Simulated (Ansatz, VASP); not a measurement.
**Sn: VASP beside Ansatz**

Wanted: the spread between two codes on one cell, functional and k mesh. The cell is taken from a series of runs on this material, whose earlier steps may have relaxed, scaled, displaced or heated it; both programs get it as it stands.

Method: plane waves, with VASP 6.6.1 beside it; zone-centre phonons at LDA, in Ansatz 0.2.0.

This is not the structure that Sn takes at ambient pressure and room temperature (diamond type or space group No. 141); it is a model or a phase of other conditions.

**1. The starting structure**

Symmetry: Imma, No. 74, orthorhombic system. The conventional cell has a = 4.567 Å, b = 4.761 Å, c = 6.345 Å, α = 90.00°, β = 90.00°, γ = 90.00°. Nearest to Sn lie 4 Sn at 2.81 to 2.83 Å.

**2. Ansatz: zone-centre phonons, LDA**

Ansatz runs on its PAW soft_1 files.

Second derivatives magnify differences that forces hide, and they need a tight electronic threshold.

The input, input.yaml:

```yaml
crystal:
  lattice:
    - [0.068423434, 3.2977755398, 3.1722595386]
    - [3.2977755398, 0.068423434, 3.1722595386]
    - [3.3661989737, 3.3661989737, -1.0e-10]
  atoms:
    - { symbol: Sn, position: [0.5037262868, 0.5037262868, 0.4962737132] }
    - { symbol: Sn, position: [0.7462737132, 0.7462737132, 0.7537262868] }
kpoints:
  mp_grid: { grid: [12, 12, 12] }
hamiltonian:
  xc: lda
  pseudopotentials: { kind: paw, azcp: { folder: soft_1 }, xc_functional: pbe }
scf:
  occupations: { method: methfessel_paxton, width: 0.2 }
output:
  eigenvalues: true
phonons:
  method: dfpt
```

Command:

```console
$ ansatz run input.yaml --threads 4 --pin off --max-ram 10240MiB --backend cpu --events-out ev --progress --plain --runs-dir out
```

Numbers of over 12 decimals in the logs are rounded to 6 here.

What it wrote:

```text
zone centre: on kpoints.mp_grid the ground state, and the responses unless they are solved on pairs of k-points, stand on 476 of the mesh's 1728 k-points, reduced under 2 symmetry operations, with k and −k counted as one. Each operation leaves every solved displacement unchanged or reverses it
Engine: ansatz 0.2.0, aarch64-unknown-linux-gnu
Pseudopotentials: kind: paw
Pseudopotential: Sn, paw, valence charge 14, recommended cutoff 420 eV (normal), soft_1/Sn.paw.azcp
Functional definition: SPW92
  exchange = slater_x
  correlation = pw_c
Crystal: 2 atoms, lattice volume = 68.969 Å³
Basis set: ecut = 420 eV, 1351 PW (Γ), exchange–correlation on 64×64×64 points (8 copies of the dense FFT grid, shifted against one another)
Bands: 18, of which v1, the nominal top of the filled ones, is band 14 counted from 1 (13 counted from 0)
Symmetry: 8 space group operations
k-points: 476 of 1728 (irreducible under 2 space group operations, time reversal used)
Non-local potential: Sn, projectors of the file, l = 0: 2, l = 1: 2, l = 2: 2, l = 3: 1
PAW form: soft (Blöchl's): semilocal exchange-correlation on the pseudo side does not see the compensation charge
PAW frozen core: Sn, regenerated for the run's functional, and the local potential with it (the file was generated under x = pbe(κ = 0.804, μ = 0.219515), c = pbe(β = 0.066725))
PAW one-centre angular grid: Sn, 590 points (default); XC on 64 Gauss nodes
Initial density: superposition of atomic densities (chi_scale 0.1, normalization cell)
Initial wavefunctions: pseudopotential atomic-orbital guess
Functional: x = slater, c = lda
SCF iter   1: F=—  HF=-11759.257080 eV  |F-HF|=—  |Δ(HF+E_count)|=         —  Δρ=2.20e-2  dr2=3.78e-1  ethr=3.10e-3  ⟨swp⟩=5.6  Hψ=44311  notcnv=0
preconditioner: auto → Kerker (q_TF=auto, 2.348 Å⁻¹)  [metal: Δε(μ)=0.047 eV  Ē_g=19.891 eV  σ=0.200 eV  W_gap=0.20  n_scr=14 (ndim 8)  ℏωp=23.7 eV  f_vac=0.006  D(μ)=0.13/eV (n_scr^D=0)]
SCF iter   2: F=—  HF=-11759.181710 eV  |F-HF|=—  |Δ(HF+E_count)|=   7.54e-2  S|Δr|=    0.00e0  Δρ=1.40e-2  dr2=1.78e-1  ethr=1.35e-3  ⟨swp⟩=1.0  Hψ=12378  notcnv=0
SCF iter   3: F=—  HF=-11759.132535 eV  |F-HF|=—  |Δ(HF+E_count)|=   4.92e-2  S|Δr|=    0.00e0  Δρ=3.06e-3  dr2=1.73e-2  ethr=6.36e-4  ⟨swp⟩=1.4  Hψ=9290  notcnv=0
SCF iter   4: F=—  HF=-11759.130013 eV  |F-HF|=—  |Δ(HF+E_count)|=   2.52e-3  S|Δr|=    0.00e0  Δρ=1.53e-3  dr2=3.03e-3  ethr=6.19e-5  ⟨swp⟩=2.0  Hψ=10395  notcnv=0
SCF iter   5: F=—  HF=-11759.130165 eV  |F-HF|=—  |Δ(HF+E_count)|=   1.52e-4  S|Δr|=    0.00e0  Δρ=2.54e-4  dr2=5.29e-5  ethr=1.08e-5  ⟨swp⟩=2.0  Hψ=10473  notcnv=0
SCF iter   6: F=—  HF=-11759.130186 eV  |F-HF|=—  |Δ(HF+E_count)|=   2.08e-5  S|Δr|=    0.00e0  Δρ=5.19e-5  dr2=1.70e-6  ethr=1.89e-7  ⟨swp⟩=2.0  Hψ=10523  notcnv=0
SCF iter   7: F=—  HF=-11759.130188 eV  |F-HF|=—  |Δ(HF+E_count)|=   1.60e-6  S|Δr|=    0.00e0  Δρ=1.15e-5  dr2=1.11e-7  ethr=6.08e-9  ⟨swp⟩=3.0  Hψ=15348  notcnv=0
SCF iter   8: F=—  HF=-11759.130188 eV  |F-HF|=—  |Δ(HF+E_count)|=   7.69e-8  S|Δr|=    0.00e0  Δρ=4.28e-6  dr2=1.83e-8  ethr=3.97e-10  ⟨swp⟩=3.0  Hψ=15694  notcnv=0
SCF iter   9: F=—  HF=-11759.130188 eV  |F-HF|=—  |Δ(HF+E_count)|=  2.71e-10  S|Δr|=    0.00e0  Δρ=1.50e-6  dr2=3.67e-9  ethr=6.53e-11  ⟨swp⟩=2.9  Hψ=15683  notcnv=0
SCF iter  10: F=—  HF=-11759.130188 eV  |F-HF|=—  |Δ(HF+E_count)|=  2.71e-10  S|Δr|=    0.00e0  Δρ=6.97e-7  dr2=3.28e-10  ethr=1.31e-11  ⟨swp⟩=2.2  Hψ=9900  notcnv=0
SCF iter  11: F=—  HF=-11759.130188 eV  |F-HF|=—  |Δ(HF+E_count)|=  6.00e-11  S|Δr|=    0.00e0  Δρ=1.24e-7  dr2=1.23e-11  ethr=1.17e-12  ⟨swp⟩=2.0  Hψ=9934  notcnv=0
SCF iter  12: F=-11759.130188 eV  HF=-11759.130188 eV  |F-HF|=1.82e-12  |Δ(HF+E_count)|=  1.27e-11  S|Δr|=    0.00e0  Δρ=5.54e-8  dr2=1.60e-12  ethr=1.00e-12  ⟨swp⟩=6.0  Hψ=34364  notcnv=0
SCF 1 converged in 12 iterations: F = -11759.130188 eV  dr2 = 1.60e-12
  greatest PAW one-centre occupation: 0.992 electrons in one spin orbital (limit 2), on the Sn atom at site 1 (counted from 0), in its partial waves of l = 2
DFPT response loops at Γ: preconditioner auto → Kerker (q_TF=auto, 2.348 Å⁻¹) (partly filled bands, converged f_vac=0.084); β = 1.00, the filter's whole step (`scf.mixing.beta` (0.50) is not read by the response loops under this deck's `scf.mixing.preconditioner`; to damp them name `kerker` or `kerker_dos`, under which they read `scf.mixing.beta`, and type it under 1.00, their step now; both keys bind the ground state too); Broyden in place of MSR1
SCF converged after 12 iterations
Stability not checked: this state was not tested for a lower state beside it, because cold or Methfessel-Paxton smearing, or corrected tetrahedra, fill the levels in a way that the test cannot read (fill_not_monotonic; see scf.lower_state_search)
Free energy (F): -11759.130188 eV
Harris-Foulkes:  -11759.130188 eV  (|F-HF|=1.82e-12)
Internal energy: -11759.130563 eV  (E = F + TS)
E sigma→0 (E₀):  -11759.130282 eV
Entropy (-TS):   0.000375 eV (0.188 meV/atom)
Fermi energy:    7.427734 eV
--- Per-component energies (eV) ---
  E_band       = -257.415648
  E_kinetic    = 338.789358
  E_local      = -2639.378770  (includes V_loc(G=0)·N_el)
  E_nonlocal   = 298.925286
  E_hartree    = 1279.134188
  E_xc         = -249.847400
  E_vxc        = -162.094189  (∫ρ·V_xc dr)
  E_paw        = -8451.250459  (= ΣΔE_a)
  E_vpaw       = -651.926258  (= ΣTr[D̂ρ^β])
  E_aug_tail   = 0.000545  (compensation charges beyond the density's cutoff)
  E_ewald      = -2336.353092
  E_core_change = 0.849782  (= ΣΔE_core)
  E_smearing   = 0.000375  (= −TS)
  E_closure    = -0.000000  (closes the sum)
  Σ components = -11759.130188   (vs F -11759.130188, Δ=0.00e0)
--- Band table (eV; the first three rows and the last of 476) ---
  k-point 0: bands = [... 10 lower, -3.1689, 6.4657, 7.2881, 7.5985, 7.6662, 9.5210, 9.5276, 9.7631]
  k-point 1: bands = [... 10 lower, -3.1044, 5.6380, 7.4129, 7.4576, 7.8500, 9.6188, 9.8661, 9.9278]
  k-point 2: bands = [... 10 lower, -2.9139, 4.4255, 7.1515, 7.1570, 7.9543, 9.9618, 10.2674, 10.7367]
  k-point 475: bands = [... 10 lower, -0.1037, 0.0425, 4.6842, 5.0713, 7.7767, 8.3283, 14.9186, 15.1799]
--- Phonons (Γ-DFPT): 2 representative perturbations + reference, on 476 of 1728 k-points (Σ response iterations 6) ---
  k mesh reduced under 2 symmetry operations, with k and −k counted as one. Each operation leaves every solved displacement unchanged or reverses it
  ASR residual: 1.852e-5 → 0.000e0 eV/Å²; symmetrization residual: 2.720e-9 eV/Å²
  ASR residual per site (eV/Å²): 1.85e-5 1.85e-5
  Γ frequencies (cm⁻¹): 0.00 0.00 0.00 178.59 182.06 184.21
  non-analytic LO–TO correction: not included (Born effective charges unavailable; polar crystals: no LO–TO splitting at Γ)
```

**3. VASP: zone-centre phonons, LDA**

The same cell, functional (in two slightly different forms), mesh and smearing now go to VASP, with its own data sets.

Lines of VASP's logs that name or quote its potential files are left out, and so is its time.

The input, INCAR:

```
SYSTEM = Sn
PREC = Accurate
ENCUT = 500
EDIFF = 1E-08
NELM = 120
ISMEAR = 1
SIGMA = 0.2
LREAL = .FALSE.
ALGO = Normal
GGA = CA
NBANDS = 20
LORBIT = 11
LWAVE = .FALSE.
LCHARG = .FALSE.
ISIF = 2
IBRION = 8
LASPH = .TRUE.
GGA_COMPAT = .FALSE.
KPAR = 2
```

The input, POSCAR:

```
Sn
1.0
    0.0684234340      3.2977755398      3.1722595386
    3.2977755398      0.0684234340      3.1722595386
    3.3661989737      3.3661989737     -0.0000000001
Sn
2
Direct
    0.5037262868      0.5037262868      0.4962737132
    0.7462737132      0.7462737132      0.7537262868
```

The input, KPOINTS:

```
Automatic mesh
0
Gamma
12 12 12
0 0 0
```

The projector-augmented-wave data sets are Sn_d (LDA family, release 64).

Command:

```console
$ mpirun -np 2 vasp_std
```

What it wrote:

```text
[banner, memory and clock lines left out]
running    2 mpi-ranks, on    1 nodes
 distrk:  each k-point on    1 cores,    2 groups
 distr:  one band on    1 cores,    1 groups

 POSCAR found type information on POSCAR Sn
 POSCAR found :  1 types and       2 ions
 LDA part: xc-table for (Slater(with rela. corr.)+CA(PZ))
 , standard interpolation
 POSCAR, INCAR and KPOINTS ok, starting setup
 FFT: planning ... GRIDC
 FFT: planning ... GRID_SOFT
 FFT: planning ... GRID
 WAVECAR not read
 entering main loop
       N       E                     dE             d eps       ncg     rms          rms(c)
DAV:   1     0.222595273654E+03    0.22260E+03   -0.14775E+04 11272   0.199E+03
DAV:   2     0.149328253850E+02   -0.20766E+03   -0.20396E+03 11224   0.442E+02
DAV:   3    -0.826013443655E+01   -0.23193E+02   -0.23046E+02 12764   0.144E+02
DAV:   4    -0.902049901772E+01   -0.76036E+00   -0.75982E+00 12760   0.295E+01
DAV:   5    -0.904673964033E+01   -0.26241E-01   -0.26240E-01 15280   0.536E+00    0.324E+00
DAV:   6    -0.896392440735E+01    0.82815E-01   -0.41976E-02 13900   0.226E+00    0.182E+00
DAV:   7    -0.892318373367E+01    0.40741E-01   -0.62212E-02 11716   0.226E+00    0.148E-01
DAV:   8    -0.892370835256E+01   -0.52462E-03   -0.56783E-03 12896   0.862E-01    0.530E-02
DAV:   9    -0.892378512619E+01   -0.76774E-04   -0.21105E-04 14964   0.111E-01    0.184E-02
DAV:  10    -0.892378851978E+01   -0.33936E-05   -0.16040E-05 13420   0.440E-02    0.359E-03
DAV:  11    -0.892378882252E+01   -0.30274E-06   -0.15563E-06 12908   0.920E-03    0.187E-03
DAV:  12    -0.892378883563E+01   -0.13106E-07   -0.18628E-07 14008   0.304E-03    0.549E-04
DAV:  13    -0.892378883483E+01    0.79626E-09   -0.17782E-08  9996   0.114E-03
   1 F= -.89237888E+01 E0= -.89239109E+01  d E =0.366050E-03
 Linear response reoptimize wavefunctions to high precision
DAV:   1    -0.892378883483E+01    0.72760E-11   -0.44942E-09 10388   0.660E-04
DAV:   2    -0.892378883489E+01   -0.63210E-10   -0.62874E-10  6620   0.252E-04
 Linear response DOF=           2
 Linear response progress:
  Degree of freedom:   1/  2
       N       E                     dE             d eps       ncg     rms          rms(c)
RMM:   1    -0.216628829169E+00   -0.21663E+00    0.57722E-01 43594   0.102E+01
RMM:   2    -0.223488494324E+00   -0.68597E-02   -0.20240E-02 60859   0.118E+00    0.694E-02
RMM:   3    -0.223657960025E+00   -0.16947E-03   -0.16534E-03 63858   0.329E-01    0.321E-02
RMM:   4    -0.223567214554E+00    0.90745E-04   -0.12058E-04 63820   0.991E-02    0.109E-02
RMM:   5    -0.223561379808E+00    0.58347E-05   -0.17514E-05 65222   0.326E-02    0.387E-03
RMM:   6    -0.223563600948E+00   -0.22211E-05   -0.11868E-06 64591   0.966E-03    0.170E-03
RMM:   7    -0.223564040312E+00   -0.43936E-06    0.28573E-07 64313   0.348E-03    0.376E-04
RMM:   8    -0.223561734352E+00    0.23060E-05    0.22593E-07 66140   0.129E-03    0.214E-04
RMM:   9    -0.223560770670E+00    0.96368E-06   -0.49453E-08 66464   0.511E-04    0.379E-05
RMM:  10    -0.223560978897E+00   -0.20823E-06    0.21569E-08 69299   0.228E-04    0.295E-05
RMM:  11    -0.223560871757E+00    0.10714E-06    0.72345E-08 66930   0.119E-04    0.807E-06
RMM:  12    -0.223560865581E+00    0.61762E-08    0.33117E-08 72620   0.713E-05    0.437E-06
 first order change of Fermi-energy   0.28444E-04
 force on displaced ion       1 direction 1 :  -7.254   0.227  -0.000
 Linear response progress:
  Degree of freedom:   2/  2
       N       E                     dE             d eps       ncg     rms          rms(c)
RMM:   1    -0.216339967467E+00   -0.21634E+00    0.61562E-01 14046   0.103E+01
RMM:   2    -0.223208193494E+00   -0.68682E-02   -0.20084E-02 19607   0.118E+00    0.678E-02
RMM:   3    -0.223363993284E+00   -0.15580E-03   -0.16522E-03 20604   0.327E-01    0.311E-02
RMM:   4    -0.223261975481E+00    0.10202E-03   -0.11831E-04 20480   0.990E-02    0.109E-02
RMM:   5    -0.223251916356E+00    0.10059E-04   -0.15869E-05 20987   0.326E-02    0.401E-03
RMM:   6    -0.223255014125E+00   -0.30978E-05   -0.16875E-06 20925   0.956E-03    0.174E-03
RMM:   7    -0.223255782415E+00   -0.76829E-06   -0.18162E-07 20704   0.338E-03    0.431E-04
RMM:   8    -0.223253696902E+00    0.20855E-05    0.25288E-11 21133   0.123E-03    0.273E-04
RMM:   9    -0.223252668000E+00    0.10289E-05    0.57202E-08 21392   0.482E-04    0.379E-05
RMM:  10    -0.223252871114E+00   -0.20311E-06    0.13631E-08 22181   0.202E-04    0.265E-05
RMM:  11    -0.223252815117E+00    0.55997E-07    0.72261E-09 21568   0.104E-04    0.514E-06
RMM:  12    -0.223252828100E+00   -0.12983E-07    0.20221E-09 22317   0.615E-05    0.408E-06
RMM:  13    -0.223252827905E+00    0.19550E-09    0.11764E-08 23324   0.431E-05    0.240E-06
 first order change of Fermi-energy   0.86687E+00
 force on displaced ion       1 direction 3 :  -0.000  -0.000  -7.297
 Linear response finished
```

Parts of OUTCAR (step 3):

```text
ion  position               nearest neighbor table
   1  0.504  0.504  0.496-   2 2.81   2 2.81   2 2.83   2 2.83
   2  0.746  0.746  0.754-   1 2.81   1 2.81   1 2.83   1 2.83

  LATTYP: Found a body centered orthorhombic cell.
 ALAT       =     4.5669935457
 B/A-ratio  =     1.0423759514
 C/A-ratio  =     1.3892113080

 Subroutine GETGRP returns: Found  8 space group operations
 (whereof  4 operations were pure point group operations)

The static configuration has the point symmetry C_2v.
 The point group associated with its full space group is D_2h.

 Found    280 irreducible k-points:

   k-points           NKPTS =    280   k-points in BZ     NKDIM =    280   number of bands    NBANDS=     20

   dimension x,y,z NGX =    36 NGY =   36 NGZ =   36
   dimension x,y,z NGXF=    72 NGYF=   72 NGZF=   72

   ENCUT  =  500.0 eV  36.75 Ry    6.06 a.u.   8.34  8.34  8.68*2*pi/ulx,y,z

   NELECT =      28.0000    total number of electrons

 k-points in reciprocal lattice and weights: Automatic mesh
   0.00000000  0.00000000  0.00000000       0.001
   0.08333333  0.00000000 -0.00000000       0.002
   0.16666667  0.00000000 -0.00000000       0.002
   0.25000000 -0.00000000  0.00000000       0.002
   0.33333333 -0.00000000  0.00000000       0.002
   0.41666667  0.00000000 -0.00000000       0.002
   0.50000000 -0.00000000  0.00000000       0.001
   0.08333333  0.08333333 -0.00000000       0.001
   0.16666667  0.08333333 -0.00000000       0.002
[...]
0.25000000  0.25000000  0.50000000       0.001
  -0.25000000  0.25000000  0.50000000       0.001

 average (electrostatic) potential at core
       1-101.4827       2-101.4827

  Total       -0.4805807     -0.4805807      0.0070089     -0.4880611      0.0000000      0.0000000
  in kB      -11.1640817    -11.1640817      0.1628187    -11.3378537      0.0000000      0.0000000
  external PRESSURE =      -7.3884482 kB  Pullay stress =       0.0000000 kB

  energy-cutoff  :      500.00
  volume of cell :       68.97
      direct lattice vectors                 reciprocal lattice vectors
     0.068423434  3.297775540  3.172259539    -0.154829818  0.154829818  0.157616360
     3.297775540  0.068423434  3.172259539     0.154829818 -0.154829818  0.157616360
     3.366198974  3.366198974 -0.000000000     0.148535486  0.148535486 -0.157616360

 POSITION                                       TOTAL-FORCE (eV/Angst)
 -----------------------------------------------------------------------------------
      3.36620      3.36620      3.19590         0.000000      0.000000      0.000425
      5.04930      5.04930      4.73475        -0.000000     -0.000000     -0.000425
 -----------------------------------------------------------------------------------
    total drift:                                0.000000      0.000000      0.000000

 Eigenvectors and eigenvalues of the dynamical matrix
 ----------------------------------------------------

   1 f  =    5.549941 THz    34.871311 2PiTHz  185.126121 cm-1    22.952703 meV
             X         Y         Z           dx          dy          dz
      3.366199  3.366199  3.195901     0.500000   -0.500000    0.000000
      5.049298  5.049298  4.734748    -0.500000    0.500000   -0.000000

   2 f  =    5.481509 THz    34.441338 2PiTHz  182.843467 cm-1    22.669690 meV
             X         Y         Z           dx          dy          dz
      3.366199  3.366199  3.195901     0.000000    0.000000    0.707107
      5.049298  5.049298  4.734748    -0.000000   -0.000000   -0.707107

   3 f  =    5.379043 THz    33.797523 2PiTHz  179.425554 cm-1    22.245924 meV
             X         Y         Z           dx          dy          dz
      3.366199  3.366199  3.195901     0.500000    0.500000   -0.000000
      5.049298  5.049298  4.734748    -0.500000   -0.500000    0.000000

   4 f  =    0.000000 THz     0.000001 2PiTHz    0.000003 cm-1     0.000000 meV
             X         Y         Z           dx          dy          dz
      3.366199  3.366199  3.195901     0.039352   -0.628076   -0.322446
      5.049298  5.049298  4.734748     0.039352   -0.628076   -0.322446

   5 f/i=    0.000000 THz     0.000000 2PiTHz    0.000001 cm-1     0.000000 meV
             X         Y         Z           dx          dy          dz
      3.366199  3.366199  3.195901     0.705921    0.029850    0.028008
      5.049298  5.049298  4.734748     0.705921    0.029850    0.028008

   6 f/i=    0.000000 THz     0.000001 2PiTHz    0.000004 cm-1     0.000000 meV
             X         Y         Z           dx          dy          dz
      3.366199  3.366199  3.195901    -0.011266   -0.323464    0.628684
      5.049298  5.049298  4.734748    -0.011266   -0.323464    0.628684

 ELASTIC MODULI CONTR FROM IONIC RELAXATION (kBar)
 Direction    XX          YY          ZZ          XY          YZ          ZX
 --------------------------------------------------------------------------------
 XX          -0.8512     -0.8512     -1.4988     12.6466      0.0000     -0.0000
 YY          -0.8512     -0.8512     -1.4988     12.6466     -0.0000      0.0000
 ZZ          -1.4988     -1.4988     -2.6390     22.2671      0.0000      0.0000
 XY          12.6466     12.6466     22.2671   -187.8867      0.0000     -0.0000
 YZ           0.0000     -0.0000      0.0000      0.0000   -196.4527     21.0543
 ZX          -0.0000      0.0000      0.0000     -0.0000     21.0543   -177.4175
 --------------------------------------------------------------------------------
```

Energies printed during the response cycles are not total energies of the cell.

**4. Comparison**

Known differences besides the potentials themselves: the two LDA forms differ slightly; the cutoff is 420 eV in Ansatz and 500 eV in VASP; VASP's log shows a relativistic correction to its local exchange, Ansatz's none. Total energies have different zeros and are not compared.

Both answers:

| quantity | Ansatz | VASP | difference |
| --- | --- | --- | --- |
| optical mode 1 (cm⁻¹) | 178.6 | 179.4 | -0.47 % |
| optical mode 2 (cm⁻¹) | 182.1 | 182.8 | -0.43 % |
| optical mode 3 (cm⁻¹) | 184.2 | 185.1 | -0.49 % |

Modes are paired by rising frequency, not by their patterns, so a pair may set unlike modes beside each other; they are those without the splitting of longitudinal modes.

**5. Summary of results**

| Property | Result |
| --- | --- |
| r.m.s. difference of the optical zone-centre modes, each program's sorted by frequency (zone-centre phonons, LDA) | 0.85 cm⁻¹ |

**Reading.** The r.m.s. difference of the optical zone-centre modes, each program's sorted by frequency is 0.85 cm⁻¹ (zone-centre phonons, LDA). Such differences can come from data sets, numerical settings and the points named under the comparisons, not from the functional's error against experiment.

[Lines on the potential files, build, host, timing and source positions are cut from VASP's logs without a mark.]

[Logs are printed without paths, hosts, clocks, repeated set-up lines and the standing remarks that a program may print on its own settings, such as how far it seeks lower states.]

[Hosts, paths, dates, database ids (printed as entryN), source tags and the programs' standing remarks are cut or masked in the printed files.]
